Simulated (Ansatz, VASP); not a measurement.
# ZrTa2 in VASP and in Ansatz

The input INCAR:

```
PREC = Accurate
ENCUT = 520
EDIFF = 1E-6
ISMEAR = 0
SIGMA = 0.1
LREAL = F
LASPH = T
NELM = 80
ALGO = Fast
ISIF = 2
LWAVE = F
LCHARG = T
GGA = PE
LELF = T
LVHAR = T
NBANDS = 43
```

The input KPOINTS:

```
Automatic mesh
0
Gamma
  4 4 6
```

POSCAR

```
ZrTa2
1.0
    5.3206966930      0.0000000000      0.0000000000
    0.0000000000      5.4827050859      0.0000000000
    0.0000000000      0.0000000000      3.5812381588
Zr Ta
2 4
Direct
    0.5000000000      0.5000000000      0.5000000000
    0.0000000000      0.0000000000      0.0000000000
    0.2250000000      0.8250000000      0.5000000000
    0.7250000000      0.6750000000      0.0000000000
    0.7750000000      0.1750000000      0.5000000000
    0.2750000000      0.3250000000      0.0000000000
```

Input for Ansatz:

```yaml
crystal:
  lattice:
    - [5.320696693, 0.0, 0.0]
    - [0.0, 5.4827050859, 0.0]
    - [0.0, 0.0, 3.5812381588]
  atoms:
    - { symbol: Zr, position: [0.5, 0.5, 0.5] }
    - { symbol: Zr, position: [0.0, 0.0, 0.0] }
    - { symbol: Ta, position: [0.225, 0.825, 0.5] }
    - { symbol: Ta, position: [0.725, 0.675, 0.0] }
    - { symbol: Ta, position: [0.775, 0.175, 0.5] }
    - { symbol: Ta, position: [0.275, 0.325, 0.0] }
basis:
  ecutwfc: 420
kpoints:
  mp_grid: { grid: [4, 4, 6] }
hamiltonian:
  xc: pbe
scf:
  occupations: { method: gaussian, width: 0.1 }
  lower_state_search: "off"
output:
  forces: true
  stress: true
  eigenvalues: true
```

Alike in both runs: task single point; functional PBE; k mesh 4 × 4 × 6; occupations gaussian, width 0.1 eV; no spin polarisation.

```csv
,VASP,Ansatz
version,VASP 6.6.1,Ansatz 0.2.0
potentials or method,"VASP PAW PBE potentials, release 64 (Zr_sv, Ta_pv)","scalar-relativistic, plane waves, PAW"
plane-wave cutoff (eV),520,420
valence electrons in the cell,68,76
```

|  | VASP | Ansatz | Ansatz less VASP |
| --- | --- | --- | --- |
| gap on the k mesh at the Fermi level (eV) | none | none | - |
| rms of the force components (eV/Å) | 0.798 | 0.788 | -0.0097 |

Atom by atom the forces differ by 0.010 eV/Å (rms over components). A gap of «none» marks a metal or a gap that the smearing closes. The two sets of potentials don't hold the same shells in valence.

Caveats: forces of over 1 eV/Å show positions far from the minimum, so gaps and moduli don't describe the material at rest. Spin-orbit coupling is left out, which matters for the levels of Ta.
